**Question: Is the functional with the pressure nearest zero the right one for SnO?**

I want to model tin monoxide, SnO, as a p-type transistor channel, and I need a functional for the cell and for the band gap. I ran five of them on the same tetragonal cell, with edges of 3.802 Å in the layers and 4.836 Å across them, and let nothing relax. No external pressure was applied. PBEsol comes out at 0.18 GPa and SCAN at 0.21 GPa, while PBE, my usual choice, gives 4.45 GPa. Should I simply take PBEsol because it is closest to zero? And is a meta-GGA worth its extra cost?

VASP 6.6.1, plane-wave DFT with PAW potentials for tetragonal SnO (P4/nmm, 4 atoms) at one fixed geometry, without spin polarisation, spin–orbit coupling or a dispersion correction. The cutoff is 520 eV, the k mesh 8 × 8 × 6 and the Gaussian smearing 0.02 eV wide. Pressure and stress are positive in compression; z runs across the layers.

```
functional                            potentials  pressure (GPa)  stress xx (GPa)  stress zz (GPa)
       LDA  VASP-PAW-LDA-potentials,-recommended          -2.530           -2.590           -2.430
       PBE  VASP-PAW-PBE-potentials,-recommended           4.450            4.850            3.630
    PBEsol  VASP-PAW-PBE-potentials,-recommended           0.180            0.320           -0.100
    r2SCAN  VASP-PAW-PBE-potentials,-recommended           0.670            0.770            0.490
      SCAN  VASP-PAW-PBE-potentials,-recommended           0.210            0.190            0.260
```

**Answer**

PBEsol is a good choice for the cell, but not because it is closest to zero. For SnO, about 1 GPa of leftover pressure corresponds to two to three per cent in volume, or about one per cent per edge on average. On that scale PBE is clearly off, while PBEsol, SCAN and r2SCAN are too close together to be ranked. For the gap, none of the five will do.

**What the pressure tells you**

The pressure here is the push that remains because the cell is held fixed. A positive value means that the functional wants a larger cell, a negative one that it wants a smaller cell. To turn it into a length you need the stiffness of the crystal. I take a bulk modulus B of roughly 40 GPa, a recalled value and not one from your runs. For a small change ΔV of the volume V,

ΔV/V ≈ P/B

For PBE this gives 4.45/40 ≈ 0.11, so the volume wants to grow by about a tenth and each edge by three to four per cent, if the growth is shared evenly. It will not be shared evenly: the crystal is much softer across the layers than within them, so under an even push the edge across them should take the larger part. Only a full relaxation gives the actual edges, so use the estimate to see which errors matter.

**Why zero is not the target**

Your edges agree with the measured room-temperature ones as far as I recall them, roughly 3.8 and 4.8 Å. If that is where they come from, the real crystal is in balance at this size with its atoms vibrating. Vibrations push most crystals outward, and your calculation leaves them out. If SnO behaves in this usual way, an exact functional, run without vibrations, would show a negative pressure in this cell.

The size of that push can be estimated. At room temperature each atom carries a vibrational energy of about 3kT, where k is Boltzmann's constant and T the temperature. Divide it by the volume per atom, v, and multiply by the Grüneisen parameter γ, which says how strongly the vibrations stiffen under compression and usually lies between 1 and 2:

P(vib) ≈ γ · 3kT/v

With 3kT ≈ 0.078 eV and v ≈ 17.5 ų, the ratio is 0.0044 eV/ų, or about 0.7 GPa. The push is thus of the order of 1 GPa, and the target lies near −1 GPa.

This changes how the table reads. PBEsol, SCAN and r2SCAN, which span only 0.49 GPa, all sit somewhat above the target, and LDA at −2.53 GPa sits below it by a similar amount. PBE remains far away. The order within the middle group could also change with a higher plane-wave cutoff or a denser k mesh, which you have not tried. All three of these functionals also run on potentials made for PBE, and the size of that inconsistency is untested.

**Why the functionals fall in this order**

LDA treats the electrons at each point as if their density were uniform. GGAs such as PBE and PBEsol also use the density gradient, and their exchange term lowers the energy where the density varies strongly. Pulling atoms apart makes the density between them more uneven, so this term rewards a larger cell. That is the standard explanation of why LDA tends to bind too tightly and PBE too loosely. PBEsol has a weaker gradient term and falls in between, and the same order is a sensible first guess for a similar oxide.

You can test how far this picture goes. The coefficient of the exchange gradient term is zero in LDA, about 0.12 in PBEsol and about 0.22 in PBE. If pressure simply followed it, PBEsol would lie 56 % of the way from LDA to PBE:

P(PBEsol) ≈ −2.53 + 0.56 × 6.98 ≈ 1.4 GPa

Here LDA and PBE fix the line, and PBEsol is the test. The computed value is 0.18 GPa, so the direction is right but the miss is about 1.2 GPa, or roughly one per cent per edge on average. A plausible reason, which these runs do not test, is correlation, whose gradient term works against the exchange term. PBEsol weakens this opposing term less than it weakens exchange, which leaves a smaller net push. Your LDA run also uses its own set of potentials, and the table cannot separate that effect.

**Is PBE only missing the attraction between layers?**

SnO is layered, and none of your runs includes a dispersion correction. It is tempting to blame PBE's pressure on that alone. But PBE's stress within the layers (stress xx) is 4.85 GPa, larger than the 3.63 GPa across them (stress zz). With the atoms held where they are, the tin–oxygen layers themselves want to spread, so a correction that mainly draws the layers together is unlikely to be a complete cure. PBE also leaves the largest force on the tin atoms, and letting them move would change both stresses, so only a relaxation can settle how the expansion is shared.

For the middle group the missing attraction may matter more. Extra attraction would lower their pressures, towards the target near −1 GPa, whereas it would move LDA further away. That is a physical argument for preferring the middle group to LDA. How large the shift would be has to be calculated, and SCAN and r2SCAN already contain part of this attraction at medium range.

**What the meta-GGAs add**

SCAN and r2SCAN also use the kinetic-energy density of the electrons, which helps them to tell a covalent bond from a weak contact between closed shells. In your runs no clear benefit shows in the pressure. A difference does show in the force on the tin atoms, which are free by symmetry to move across the layers. That force is 0.15 eV/Å with PBEsol but only 0.02 eV/Å with r2SCAN, so r2SCAN is almost content with the tin positions you supplied. That counts in its favour only if those positions were measured.

In ångströms the difference is small. From a vibration of this kind at roughly 210 cm⁻¹, again a recalled value, the restoring force constant is about 20 eV/Ų. PBEsol would then shift the tin by less than 0.01 Å and PBE by about 0.02 Å. For most purposes the error in the cell matters more.

**A good cell does not give a good gap**

For a transistor channel this is the main warning. On your k mesh the gaps run from 0.01 eV with PBEsol to 0.14 eV with r2SCAN, while the measured indirect gap is roughly 0.7 eV. All five runs share one geometry, so the differences between these gaps come from the method and not from the cell. PBEsol, with the pressure nearest zero, also has the smallest gap, and between your mesh points it might close altogether.

Gaps that are too small are a known weakness of functionals of this type. Spin–orbit coupling is missing too, but it would more probably lower the conduction band, which has tin 5p character, than open the gap. Be careful with a relaxed PBE cell as well. Compression is known to close the gap of SnO, so a cell that is too large should open it, and the gap may then look better for the wrong reason. An off-current or a contact barrier estimated from any of these gaps would be unreliable.

**What I would run**

LDA, PBE and PBEsol cost practically the same. Going from PBE to PBEsol therefore removes 4.27 GPa, or an error of roughly a tenth in the volume, at no extra cost. A meta-GGA needs more work per step and often more steps, but its cost grows with system size in the same way. A hybrid functional, which adds exact exchange, must handle pairs of occupied states and is commonly ten to a hundred times dearer.

For a starting cell, relax with PBEsol; I would expect its edges to be good to about two per cent. If you need one per cent or better, for example to judge strain in a film, relax with both PBEsol and r2SCAN, check the cutoff, and test a dispersion correction. Where the two still disagree, the difference is a fair minimum for your uncertainty. Then keep that cell, or the measured one, and calculate the gap with a hybrid functional or with GW.
